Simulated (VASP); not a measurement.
Wanted: the native input for a VASP 6.6.1 run.

| Item | Value |
| --- | --- |
| Task | relaxation of cell and atoms |
| Functional | PBE |
| Potentials or basis | VASP PAW PBE potentials, release 64 (W_sv, C) |
| Cutoff | 520 eV |
| k mesh | 6 × 6 × 6 |
| Occupations | gaussian, width 0.1 eV |
| Spin | no spin polarisation |
| Further INCAR settings | ALGO = Fast; EDIFF = 1e-07; IBRION = 2; EDIFFG = -0.002; NSW = 80; ISIF = 3 |

The structure of WC lies in POSCAR:

```
WC
1.0
    2.9065000000      0.0000000000      0.0000000000
   -1.4532500000      2.5171028400      0.0000000000
    0.0000000000      0.0000000000      2.8366000000
W C
1 1
Direct
    0.0000000000      0.0000000000      0.0000000000
    0.6666666700      0.3333333300      0.5000000000
```

One way to write it, as run:

INCAR

```
PREC = Accurate
ENCUT = 520
EDIFF = 1E-7
ISMEAR = 0
SIGMA = 0.1
LREAL = F
LASPH = T
NELM = 100
ALGO = Fast
ISIF = 3
LWAVE = F
LCHARG = F
GGA = PE
IBRION = 2
NSW = 80
EDIFFG = -0.002
```

KPOINTS

```
regular mesh
0
Gamma
  6 6 6
```

Potentials or basis: VASP PAW PBE potentials, release 64 (W_sv, C).

Launch:

```console
$ cat potpaw_PBE.64/W_sv/POTCAR potpaw_PBE.64/C/POTCAR > POTCAR
$ mpirun -np 1 vasp_std > vasp.out
```

It gave:

The relaxed volume is 10.56 Å³/atom, the relaxed cell is a = 2.928 Å, b = 2.928 Å, c = 2.845 Å, α = 90.00°, β = 90.00°, γ = 120.00° and the space group after relaxing (to 0.05 Å) is P-6m2 (No. 187). The energy gained by relaxing is 4.0 meV/atom, the ionic steps are 9 and the pressure after relaxing is 0.0 GPa. The band gap on the k mesh is none (metal or under the smearing width).

Caveat: the k mesh is coarse (spacing up to 0.42 Å⁻¹), so the values aren't converged.

It took 45 s on 1 thread of Intel(R) Xeon(R) Platinum 8488C (Sapphire Rapids), on a shared host, peak memory 0.15 GiB.
